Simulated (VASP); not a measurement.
# VClO: convergence with the PAW data sets and SCF solver, part 3 of 3

How sensitive are energy, pressure and forces of VClO to the PAW data sets and SCF solver? The series runs use r2SCAN. The start is a cell from a database of measured crystal structures.

VASP 6.6.1, plane waves and PAW; the level of theory is named at each step.

Still holding for the runs below: The magnetic state follows from one typed start and may not be the lowest. Experiment finds antiferromagnetic order in this phase (below 79 K, arxiv:0909.2029), so this ferromagnetic run describes another state.

So far. Step 10 (SCF solver: ALGO = Fast): Against the first of the series the energy stays within 0.01 meV an atom and the pressure within 0.01 GPa, after 19 cycles in 2.4 min. Step 11 (SCF solver: ALGO = VeryFast): Against the first of the series the energy stays within 0.01 meV an atom and the pressure within 0.01 GPa, after 25 cycles in 3.1 min.

### 12. SCF solver: ALGO = All

Level of this step: r2SCAN, spin-polarised from a ferromagnetic start; plane waves and PAW (V_sv, Cl, O) (VASP).

INCAR reads:

```
SYSTEM = VClO
PREC = Accurate
ENCUT = 520
EDIFF = 1E-06
NELM = 100
ISMEAR = -1
SIGMA = 0.05
LREAL = .FALSE.
ALGO = All
METAGGA = R2SCAN
LASPH = .TRUE.
NBANDS = 38
ISPIN = 2
MAGMOM = 2 2 0 0 0 0
LMAXMIX = 4
LORBIT = 11
LWAVE = .FALSE.
LCHARG = .FALSE.
KPAR = 4
ISIF = 2
```

POSCAR reads:

```
VClO
1.0
    3.3000000000      0.0000000000      0.0000000000
    0.0000000000      3.7800000000      0.0000000000
    0.0000000000      0.0000000000      7.9100000000
V Cl O
2 2 2
Direct
    0.0000000000      0.5000000000      0.1148000000
    0.5000000000      0.0000000000      0.8852000000
    0.5000000000      0.5000000000      0.3279000000
    0.0000000000      0.0000000000      0.6721000000
    0.5000000000      0.5000000000      0.9542000000
    0.0000000000      0.0000000000      0.0458000000
```

KPOINTS reads:

```
Automatic mesh
0
Gamma
7 6 3
0 0 0
```

PAW data sets: V_sv, Cl and O (PBE family, release 64).

On the command line:

```console
$ mpirun -np 4 vasp_std
```

What it wrote:

```text
[... set-up lines as in an earlier step ...]
 entering main loop
       N       E                     dE             d eps       ncg     rms           ort
DAV:   1     0.591322288507E+03    0.59132E+03   -0.31044E+04  1216   0.147E+03
DAV:   2    -0.378924816011E+02   -0.62921E+03   -0.59997E+03  1216   0.427E+02
DAV:   3    -0.860306178796E+02   -0.48138E+02   -0.47390E+02  1216   0.126E+02
DAV:   4    -0.869220164311E+02   -0.89140E+00   -0.88948E+00  1216   0.176E+01
DAV:   5    -0.869360996392E+02   -0.14083E-01   -0.14080E-01  1216   0.221E+00
SDA:   6    -0.435044351982E+02    0.43432E+02   -0.14080E-01  1216   0.138E+03   0.000E+00
 gam= 0.000 g(H,U,f)=  0.104E+03 0.292E+02 0.494E+01 ort(H,U,f) = 0.000E+00 0.000E+00 0.000E+00
 gam= 0.000 trial= 0.400  step=  0.2538 mean=  0.4000
CGA:   7    -0.609946594009E+02   -0.17490E+02   -0.17495E+02  1216   0.184E+02   0.923E+00
 gam= 0.134 g(H,U,f)=  0.146E+02 0.370E+01 0.167E+00 ort(H,U,f) =-0.118E+02 0.122E+02 0.559E+00
 gam= 0.134 trial= 0.385  step=  0.2956 mean=  0.3854
[...]
steps along line     -0.53140E-04   0.53140E-04   0.53140E+00   0.17935E+01   0.11957E+01   0.79710E+00
  energies along line   0.53301E-09  -0.53301E-09  -0.47906E-05  -0.58745E-05  -0.71658E-05  -0.62220E-05
CGA:  29    -0.655311090849E+02   -0.71760E-05   -0.71686E-05  1216   0.441E-05  -0.104E-05
 gam= 0.440 g(H,U,f)=  0.327E-05 0.851E-06 0.292E-06 ort(H,U,f) =-0.250E-05 0.895E-06 0.565E-06
 gam= 0.440 trial= 0.600  step=  0.5947 mean=  0.6000
SDA:  30    -0.655311102567E+02   -0.11718E-05   -0.11754E-05  1216   0.149E-05   0.153E-05
 gam= 0.000 g(H,U,f)=  0.113E-05 0.243E-06 0.118E-06 ort(H,U,f) = 0.669E-06 0.523E-06 0.341E-06
 gam= 0.000 trial= 0.599  step=  0.5123 mean=  0.5995
SDA:  31    -0.655311106074E+02   -0.35073E-06   -0.38125E-06  1216   0.498E-06   0.699E-06
 gam= 0.000 g(H,U,f)=  0.261E-06 0.161E-06 0.767E-07 ort(H,U,f) = 0.434E-06 0.171E-06 0.949E-07
 gam= 0.000 trial= 0.591  step=  4.1535 mean=  0.5907
  continued last = 1.994  step=  1.6882 harm=  1.8388 4th-ord=  1.6882
  continued last = 1.329  step=  1.8407 harm=  1.8407 4th-ord=  2.0537
  steps along line     -0.59075E-04   0.59075E-04   0.59075E+00   0.19938E+01   0.13292E+01
  energies along line   0.29415E-10  -0.29415E-10  -0.27323E-06  -0.50302E-06  -0.46745E-06
 final diagonalization occupied
   1 F= -.65531111E+02 E0= -.65528726E+02  d E =-.476956E-02  mag=     4.0000
```

Wall time 3.6 min (4 MPI ranks of Intel Xeon 6975P-C (Granite Rapids), shared host); peak memory 2.2 GiB.

OUTCAR, selected parts (step 12):

```text
  Total        1.3428903      0.2029596      1.0113635      0.0000000      0.0000000      0.0000000
  in kB       21.8056425      3.2956261     16.4223621      0.0000000      0.0000000      0.0000000
  external PRESSURE =      13.8412102 kB  Pullay stress =       0.0000000 kB

 POSITION                                       TOTAL-FORCE (eV/Angst)
 -----------------------------------------------------------------------------------
      0.00000      1.89000      0.90807         0.000000      0.000000     -0.002361
      1.65000      0.00000      7.00193         0.000000      0.000000      0.002361
      1.65000      1.89000      2.59369         0.000000      0.000000      0.129143
      0.00000      0.00000      5.31631         0.000000      0.000000     -0.129143
      1.65000      1.89000      7.54772         0.000000      0.000000     -0.004631
      0.00000      0.00000      0.36228         0.000000      0.000000      0.004631
 -----------------------------------------------------------------------------------
    total drift:                                0.000000      0.000000      0.000000

  FREE ENERGIE OF THE ION-ELECTRON SYSTEM (eV)
  ---------------------------------------------------
  free  energy   TOTEN  =       -65.5311106074 eV

  energy  without entropy=      -65.5263410473  energy(sigma->0) =      -65.52872583

[... 3 parts as in an earlier step ...]

[... 1 further part left out ...]
[key lines of the parts left out:]
E-fermi :   4.2862
```

Against the first of the series the energy stays within 0.01 meV an atom and the pressure within 0.01 GPa, after 31 cycles in 3.6 min.

### 13. SCF solver: ALGO = Damped

INCAR: that of step 12 with these lines changed.

```diff
@@ -8,3 +8,3 @@
 LREAL = .FALSE.
-ALGO = All
+ALGO = Damped
 METAGGA = R2SCAN
```

POSCAR is that of step 12.

KPOINTS is that of step 12.

On the command line:

```console
$ mpirun -np 4 vasp_std
```

What it wrote:

```text
[... set-up lines as in an earlier step ...]
 entering main loop
       N       E                     dE             d eps       ncg     rms           ort
DAV:   1     0.847013414968E+03    0.84701E+03   -0.28699E+04  1216   0.147E+03
DAV:   2     0.960574362689E+02   -0.75096E+03   -0.72359E+03  1216   0.493E+02
DAV:   3    -0.583324985943E+02   -0.15439E+03   -0.14641E+03  1216   0.227E+02
DAV:   4    -0.812883523525E+02   -0.22956E+02   -0.22165E+02  1216   0.927E+01
[...]
DMP:  37    -0.655311074403E+02   -0.27490E-05   -0.15807E-05  1216   0.195E-05   0.524E-05
DMP:  38    -0.655311090476E+02   -0.16073E-05   -0.88888E-06  1216   0.109E-05   0.295E-05
DMP:  39    -0.655311099943E+02   -0.94668E-06   -0.49858E-06  1216   0.613E-06   0.166E-05
 final diagonalization occupied
   1 F= -.65531110E+02 E0= -.65528708E+02  d E =-.480377E-02  mag=     4.0000
```

Wall time 4.1 min (4 MPI ranks); peak memory 2.2 GiB; 13 min of CPU time.

Parts of OUTCAR (step 13):

```text
  Total        1.3428381      0.1978220      1.0092099      0.0000000      0.0000000      0.0000000
  in kB       21.8047954      3.2122034     16.3873921      0.0000000      0.0000000      0.0000000
  external PRESSURE =      13.8014637 kB  Pullay stress =       0.0000000 kB

 POSITION                                       TOTAL-FORCE (eV/Angst)
 -----------------------------------------------------------------------------------
      0.00000      1.89000      0.90807         0.000000      0.000000     -0.005667
      1.65000      0.00000      7.00193         0.000000      0.000000      0.005667
      1.65000      1.89000      2.59369         0.000000      0.000000      0.128579
      0.00000      0.00000      5.31631         0.000000      0.000000     -0.128579
      1.65000      1.89000      7.54772         0.000000      0.000000     -0.005300
      0.00000      0.00000      0.36228         0.000000      0.000000      0.005300
 -----------------------------------------------------------------------------------
    total drift:                                0.000000      0.000000      0.000000

  FREE ENERGIE OF THE ION-ELECTRON SYSTEM (eV)
  ---------------------------------------------------
  free  energy   TOTEN  =       -65.5311099943 eV

  energy  without entropy=      -65.5263062270  energy(sigma->0) =      -65.52870811

 magnetization (x)
# of ion       s       p       d       tot
------------------------------------------
    1        0.021   0.014   1.838   1.873
    2        0.021   0.014   1.838   1.873
    3        0.001  -0.006   0.000  -0.005
    4        0.001  -0.006   0.000  -0.005
    5       -0.000  -0.000   0.000  -0.001
    6       -0.000  -0.000   0.000  -0.001
--------------------------------------------------
tot          0.043   0.016   3.677   3.735

[... 2 parts as in an earlier step ...]

[... 1 further part left out ...]
[key lines of the parts left out:]
E-fermi :   4.2859
```

Against the first of the series the energy stays within 0.01 meV an atom and the pressure within 0.01 GPa, after 39 cycles in 4.1 min.

### 14. SCF solver: AMIX = 0.1, BMIX = 0.01

INCAR: that of step 13 with these lines changed.

```diff
@@ -8,3 +8,3 @@
 LREAL = .FALSE.
-ALGO = Damped
+ALGO = Normal
 METAGGA = R2SCAN
@@ -20 +20,3 @@
 ISIF = 2
+AMIX = 0.1
+BMIX = 0.01
```

POSCAR is that of step 13.

KPOINTS is that of step 13.

On the command line:

```console
$ mpirun -np 4 vasp_std
```

What it wrote:

```text
[... set-up lines as in an earlier step ...]
 entering main loop
       N       E                     dE             d eps       ncg     rms          rms(c)
[... 5 cycles as in an earlier step ...]
DAV:   6    -0.683035884163E+02    0.18633E+02   -0.71536E+00  5002   0.219E+01    0.244E+01
DAV:   7    -0.650571387077E+02    0.32464E+01   -0.15592E+01  6138   0.281E+01    0.113E+01
DAV:   8    -0.654176582987E+02   -0.36052E+00   -0.15075E+00  5350   0.710E+00    0.125E+01
DAV:   9    -0.651298160648E+02    0.28784E+00   -0.37431E-01  5322   0.403E+00    0.181E+01
[...]
DAV:  22    -0.655311136848E+02    0.20785E-05   -0.25428E-06  4382   0.124E-02    0.127E-02
DAV:  23    -0.655311121178E+02    0.15670E-05   -0.97221E-07  2638   0.723E-03    0.555E-03
DAV:  24    -0.655311113117E+02    0.80617E-06   -0.60654E-07  2474   0.627E-03
   1 F= -.65531111E+02 E0= -.65528737E+02  d E =-.474897E-02  mag=     4.0000
```

Elapsed: 3.1 min, on 4 MPI ranks; peak memory 1.5 GiB; 9 min of CPU time.

Parts of OUTCAR (step 14):

```text
  Total        1.3441432      0.1996142      1.0097829      0.0000000      0.0000000      0.0000000
  in kB       21.8259869      3.2413039     16.3966974      0.0000000      0.0000000      0.0000000
  external PRESSURE =      13.8213294 kB  Pullay stress =       0.0000000 kB

 POSITION                                       TOTAL-FORCE (eV/Angst)
 -----------------------------------------------------------------------------------
      0.00000      1.89000      0.90807         0.000000      0.000000     -0.006408
      1.65000      0.00000      7.00193         0.000000      0.000000      0.006408
      1.65000      1.89000      2.59369         0.000000      0.000000      0.128984
      0.00000      0.00000      5.31631         0.000000      0.000000     -0.128984
      1.65000      1.89000      7.54772         0.000000      0.000000     -0.004083
      0.00000      0.00000      0.36228         0.000000      0.000000      0.004083
 -----------------------------------------------------------------------------------
    total drift:                               -0.000000      0.000000      0.000000

  FREE ENERGIE OF THE ION-ELECTRON SYSTEM (eV)
  ---------------------------------------------------
  free  energy   TOTEN  =       -65.5311113117 eV

  energy  without entropy=      -65.5263623414  energy(sigma->0) =      -65.52873683

[... 3 parts as in an earlier step ...]

[... 1 further part left out ...]
[key lines of the parts left out:]
E-fermi :   4.2864
```

Against the first of the series the energy stays within 0.01 meV an atom and the pressure within 0.01 GPa, after 24 cycles in 3.1 min.

### 15. SCF solver: AMIX = 0.8

INCAR: that of step 14 with these lines changed.

```diff
@@ -20,3 +20,2 @@
 ISIF = 2
-AMIX = 0.1
-BMIX = 0.01
+AMIX = 0.8
```

POSCAR is that of step 14.

KPOINTS is that of step 14.

On the command line:

```console
$ mpirun -np 4 vasp_std
```

What it wrote:

```text
[... set-up lines as in an earlier step ...]
 entering main loop
       N       E                     dE             d eps       ncg     rms          rms(c)
[... 5 cycles as in an earlier step ...]
DAV:   6    -0.974255780407E+02   -0.10489E+02   -0.15696E+02  5600   0.103E+02    0.656E+01
DAV:   7    -0.692092171073E+02    0.28216E+02   -0.21511E+02  5108   0.134E+02    0.182E+01
DAV:   8    -0.666462890186E+02    0.25629E+01   -0.29411E+01  5112   0.285E+01    0.157E+01
DAV:   9    -0.663240673262E+02    0.32222E+00   -0.32651E+00  5758   0.121E+01    0.832E+00
[...]
DAV:  21    -0.655311149583E+02    0.22040E-05   -0.80111E-06  4430   0.250E-02    0.156E-02
DAV:  22    -0.655311133213E+02    0.16370E-05   -0.11827E-05  4766   0.304E-02    0.597E-03
DAV:  23    -0.655311129415E+02    0.37980E-06   -0.56361E-06  4364   0.203E-02
   1 F= -.65531113E+02 E0= -.65528738E+02  d E =-.474928E-02  mag=     4.0000
```

Elapsed: 2.1 min, on 4 MPI ranks; peak memory 1.5 GiB.

From OUTCAR (step 15):

```text
  Total        1.3403077      0.2006029      1.0092520      0.0000000      0.0000000      0.0000000
  in kB       21.7637077      3.2573589     16.3880758      0.0000000      0.0000000      0.0000000
  external PRESSURE =      13.8030475 kB  Pullay stress =       0.0000000 kB

 POSITION                                       TOTAL-FORCE (eV/Angst)
 -----------------------------------------------------------------------------------
      0.00000      1.89000      0.90807         0.000000      0.000000     -0.005511
      1.65000      0.00000      7.00193         0.000000      0.000000      0.005511
      1.65000      1.89000      2.59369         0.000000      0.000000      0.128995
      0.00000      0.00000      5.31631         0.000000      0.000000     -0.128995
      1.65000      1.89000      7.54772         0.000000      0.000000     -0.004497
      0.00000      0.00000      0.36228         0.000000      0.000000      0.004497
 -----------------------------------------------------------------------------------
    total drift:                                0.000000      0.000000      0.000000

  FREE ENERGIE OF THE ION-ELECTRON SYSTEM (eV)
  ---------------------------------------------------
  free  energy   TOTEN  =       -65.5311129415 eV

  energy  without entropy=      -65.5263636644  energy(sigma->0) =      -65.52873830

[... 3 parts as in an earlier step ...]

[... 1 further part left out ...]
[key lines of the parts left out:]
E-fermi :   4.2864
```

Against the first of the series the energy stays within 0.01 meV an atom and the pressure within 0.01 GPa, after 23 cycles in 2.1 min.

### 16. SCF solver: IMIX = 1, AMIX = 0.2

INCAR: that of step 15 with these lines changed.

```diff
@@ -20,2 +20,3 @@
 ISIF = 2
-AMIX = 0.8
+IMIX = 1
+AMIX = 0.2
```

POSCAR is that of step 15.

KPOINTS is that of step 15.

On the command line:

```console
$ mpirun -np 4 vasp_std
```

What it wrote:

```text
[... set-up lines as in an earlier step ...]
 entering main loop
       N       E                     dE             d eps       ncg     rms          rms(c)
[... 5 cycles as in an earlier step ...]
DAV:   6    -0.661444150209E+02    0.20792E+02   -0.14606E+01  5802   0.316E+01    0.185E+01
DAV:   7    -0.652644447570E+02    0.87997E+00   -0.40443E+00  5940   0.124E+01    0.130E+01
DAV:   8    -0.653501828244E+02   -0.85738E-01   -0.56358E-01  5744   0.434E+00    0.113E+01
DAV:   9    -0.654056953481E+02   -0.55513E-01   -0.85803E-02  5948   0.151E+00    0.927E+00
[...]
DAV:  42    -0.655311061649E+02   -0.14106E-05   -0.36694E-08  2444   0.138E-03    0.957E-03
DAV:  43    -0.655311072594E+02   -0.10945E-05   -0.24839E-08  2432   0.113E-03    0.778E-03
DAV:  44    -0.655311081163E+02   -0.85691E-06   -0.17650E-08  2432   0.953E-04
   1 F= -.65531108E+02 E0= -.65528728E+02  d E =-.475939E-02  mag=     4.0000
```

Wall time 3.7 min (4 MPI ranks); peak memory 1.4 GiB.

From OUTCAR (step 16):

```text
  Total        1.3442082      0.2018262      1.0133845      0.0000000      0.0000000      0.0000000
  in kB       21.8270424      3.2772230     16.4551788      0.0000000      0.0000000      0.0000000
  external PRESSURE =      13.8531481 kB  Pullay stress =       0.0000000 kB

 POSITION                                       TOTAL-FORCE (eV/Angst)
 -----------------------------------------------------------------------------------
      0.00000      1.89000      0.90807         0.000000      0.000000     -0.005767
      1.65000      0.00000      7.00193         0.000000      0.000000      0.005767
      1.65000      1.89000      2.59369         0.000000      0.000000      0.128494
      0.00000      0.00000      5.31631         0.000000      0.000000     -0.128494
      1.65000      1.89000      7.54772         0.000000      0.000000     -0.004400
      0.00000      0.00000      0.36228         0.000000      0.000000      0.004400
 -----------------------------------------------------------------------------------
    total drift:                               -0.000000      0.000000      0.000000

  FREE ENERGIE OF THE ION-ELECTRON SYSTEM (eV)
  ---------------------------------------------------
  free  energy   TOTEN  =       -65.5311081163 eV

  energy  without entropy=      -65.5263487308  energy(sigma->0) =      -65.52872842

[... 3 parts as in an earlier step ...]

[... 1 further part left out ...]
[key lines of the parts left out:]
E-fermi :   4.2861
```

Against the first of the series the energy stays within 0.01 meV an atom; the pressure moves by +0.01 GPa, after 44 cycles in 3.7 min.

### 17. The SCF solver series as a table

This step: convergence of r2SCAN results with the solver; plane waves and PAW (VASP 6.6.1).

Derived from the runs above.

Differences are taken from the run with ALGO = Normal. Results of the series, by row:

| setting | status | energy less the reference (meV/atom) | pressure (GPa) | largest force difference (meV/Å) | gap (eV) | moment (μB) | SCF cycles | wall time (s) |
| --- | --- | --- | --- | --- | --- | --- | --- | --- |
| ALGO = Normal | converged | 0 | 1.38 | 0 | 0.2077 | 4 | 17 | 98 |
| ALGO = Fast | converged | -2.18e-4 | 1.381 | 0.64 | 0.2079 | 4 | 19 | 141 |
| ALGO = VeryFast | converged | -2.65e-4 | 1.383 | 0.415 | 0.2079 | 4 | 25 | 187 |
| ALGO = All | converged | 0.001927 | 1.384 | 3.318 | 0.2076 | 4 | 31 | 214 |
| ALGO = Damped | converged | 0.00488 | 1.38 | 0.659 | 0.207 | 4 | 39 | 248.1 |
| AMIX = 0.1, BMIX = 0.01 | converged | 9.33e-5 | 1.382 | 0.944 | 0.2079 | 4 | 24 | 185 |
| AMIX = 0.8 | converged | -1.52e-4 | 1.38 | 0.955 | 0.2078 | 4 | 23 | 128 |
| IMIX = 1, AMIX = 0.2 | converged | 0.001495 | 1.385 | 0.454 | 0.2075 | 4 | 44 | 224 |

### 18. Outcome

```yaml
spread_of_the_pressure_over_the_paw_data_sets: 1.31 GPa
fewest_scf_cycles: ALGO = Normal (17)
most_scf_cycles_among_converged_runs: IMIX = 1, AMIX = 0.2 (44)
spread_of_the_pressure_over_the_scf_solver: 0.00578 GPa
spread_of_the_energy_over_the_scf_solver: 0.00514 meV/atom
```

**Reading.** The choice of data set moves the pressure between 0.19 GPa (gw 64: V_sv_GW Cl_GW O_GW) and 1.49 GPa (hard 64: V_sv Cl_h O_h); the cutoffs differ too (1000, 400, 520 and 540 eV). The gap moves by up to 0.12 eV. All SCF solvers that converged agree within 0.05 meV an atom. No setting beats the 98 s of ALGO = Normal by a fifth or more; the slowest converged run is ALGO = Damped, at 4.1 min. On a shared host such times are rough. Data sets differ in their zero of energy, so energies are not compared.

[Lines on the potential files, build, host, timing and source positions are cut from VASP's logs without a mark.]

[Logs are printed without paths, hosts, clocks, repeated set-up lines and the standing remarks that a program may print on its own settings, such as how far it seeks lower states.]

[Hosts, paths, dates, database ids (printed as entryN), source tags and the programs' standing remarks are cut or masked in the printed files.]

[A measured line is paired with the nearest computed mode of its activity, which favours agreement.]
